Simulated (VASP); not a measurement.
Given:

```
CELL_PARAMETERS angstrom
      5.42811     0.00000     0.00000
     -2.71406     4.70089     0.00000
      0.00000     0.00000     6.74693
ATOMIC_POSITIONS crystal
  Tl 0.33333 0.66667 0.25000
  Tl 0.66667 0.33333 0.75000
  Gd 0.33333 0.66667 0.75000
  Gd 0.66667 0.33333 0.25000
  Gd 0.00000 0.00000 0.00000
  Gd 0.00000 0.00000 0.50000
```

These are r2SCAN meta-GGA, VASP's PBE PAW potentials (set 64) (plane waves; VASP) values and carry that method's errors. Numerical set-up: 400 eV cut-off, 7×7×5 Γ-centred mesh, tetrahedra with Blöchl corrections, potentials Tl_d Gd_3.

The 4f electrons are frozen in the core of the lanthanide potential, so 4f levels, which can set the real gap, and their magnetism are missing.  Unless said otherwise, spin-orbit coupling is left out, though it shifts the bands of the heavy elements here.

### Question
Estimate the energy per atom (σ→0), band gap (over mesh and band path) with the smallest direct gap where there is one.

### Answer

* **band gap (over mesh and band path)**: none (metal, semimetal or under 0.01 eV)
* **energy per atom (σ→0)**: -38.514 eV/atom

The absolute energy has meaning only against runs of the same code, potentials and settings.

The structure comes from a measured Gd2Tl entry (P6_3/mmc) of the Crystallography Open Database, whose conditions weren't checked. It was relaxed first.
